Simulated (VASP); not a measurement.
Output of a VASP run:

OSZICAR:
```
       N       E                     dE             d eps       ncg     rms          rms(c)
DAV:   1     0.110096687528E+03    0.11010E+03   -0.76640E+03  4752   0.128E+03
DAV:   2    -0.109015459614E+02   -0.12100E+03   -0.10883E+03  5044   0.400E+02
DAV:   3    -0.182214774693E+02   -0.73199E+01   -0.67683E+01  5820   0.794E+01
DAV:   4    -0.184043669394E+02   -0.18289E+00   -0.18139E+00  5036   0.131E+01
DAV:   5    -0.184068038578E+02   -0.24369E-02   -0.24376E-02  5524   0.121E+00    0.213E+01
DAV:   6    -0.173879443864E+02    0.10189E+01   -0.11708E+00  5104   0.103E+01    0.950E+00
DAV:   7    -0.171118601549E+02    0.27608E+00   -0.73407E-01  5524   0.795E+00    0.548E-01
DAV:   8    -0.171063573185E+02    0.55028E-02   -0.63933E-03  4876   0.649E-01    0.302E-01
DAV:   9    -0.171041698561E+02    0.21875E-02   -0.17961E-03  5080   0.489E-01    0.562E-02
DAV:  10    -0.171042101293E+02   -0.40273E-04   -0.60463E-05  5460   0.758E-02    0.929E-03
DAV:  11    -0.171041782477E+02    0.31882E-04   -0.70684E-06  4992   0.332E-02    0.187E-03
DAV:  12    -0.171041765267E+02    0.17210E-05   -0.12479E-07  3548   0.372E-03    0.591E-04
DAV:  13    -0.171041763904E+02    0.13631E-06   -0.14497E-08  2504   0.131E-03    0.158E-04
DAV:  14    -0.171041763723E+02    0.18124E-07   -0.34557E-09  2452   0.729E-04
   1 F= -.17104176E+02 E0= -.17104176E+02  d E =0.000000E+00
```

OUTCAR:
```
------------------------ aborting loop because EDIFF is reached ----------------------------------------
  FORCE on cell =-STRESS in cart. coord.  units (eV):
  Direction    XX          YY          ZZ          XY          YZ          ZX
  --------------------------------------------------------------------------------------
  Total       -0.0393384     -0.0393384      0.0563274      0.0000000      0.0000000      0.0000000
  in kB       -2.1869114     -2.1869107      3.1313644      0.0000000      0.0000000      0.0000000
  external PRESSURE =      -0.4141526 kB  Pullay stress =       0.0000000 kB
  volume of cell :       28.82
      direct lattice vectors                 reciprocal lattice vectors
     1.382369520 -2.394333878  0.000000000     0.361697790 -0.208826348  0.000000000
     1.382369520  2.394333878  0.000000000     0.361697790  0.208826348  0.000000000
     0.000000000  0.000000000  4.353689958     0.000000000  0.000000000  0.229690219
 POSITION                                       TOTAL-FORCE (eV/Angst)
 -----------------------------------------------------------------------------------
      1.38237      0.79811      1.08842        -0.000000     -0.000000      0.000000
      1.38237     -0.79811      3.26527         0.000000      0.000000      0.000000
 -----------------------------------------------------------------------------------
    total drift:                               -0.000001      0.000027     -0.000021
  FREE ENERGIE OF THE ION-ELECTRON SYSTEM (eV)
  ---------------------------------------------------
  free  energy   TOTEN  =       -17.1041763723 eV

  energy  without entropy=      -17.1041763723  energy(sigma->0) =      -17.10417637

 total charge

# of ion       s       p       d       tot
------------------------------------------
    1        0.646   0.738   6.027   7.411
    2        0.646   0.738   6.027   7.411
--------------------------------------------------
tot          1.292   1.476  12.054  14.822
```
(Selected blocks of OUTCAR.)

### POSCAR
```
Os
1
    1.3823695203    -2.3943338782     0.0000000000
    1.3823695203     2.3943338782     0.0000000000
    0.0000000000     0.0000000000     4.3536899579
Os
2
Direct
  0.3333330000   0.6666670000   0.2500000000
  0.6666670000   0.3333330000   0.7500000000
```

Problem. Write an INCAR and KPOINTS that could have produced this output.

Solution. One answer among several that fit: the input of the run itself, optB88-vdW, plane waves, VASP's PBE PAW potentials (set 64).

**KPOINTS**
```
Regular mesh
0
gamma
  17 17 10
0 0 0
```

### INCAR
```
SYSTEM = Os
PREC = Accurate
ENCUT = 520
EDIFF = 1E-7
NELM = 100
ALGO = Normal
LREAL = .FALSE.
LASPH = .TRUE.
ISMEAR = -5
GGA = BO
PARAM1 = 0.1833333333
PARAM2 = 0.22
LUSE_VDW = .TRUE.
AGGAC = 0.0
LMAXMIX = 6
LWAVE = .FALSE.
LCHARG = .TRUE.
LORBIT = 11
NEDOS = 601
ISIF = 2
```

POTCAR, in this order: Os (PBE.64 set). Program: vasp_std.

For a metal the tetrahedron method with Blöchl corrections gives inexact stress and forces.

The compound is Os in the hcp structure. It was relaxed first.
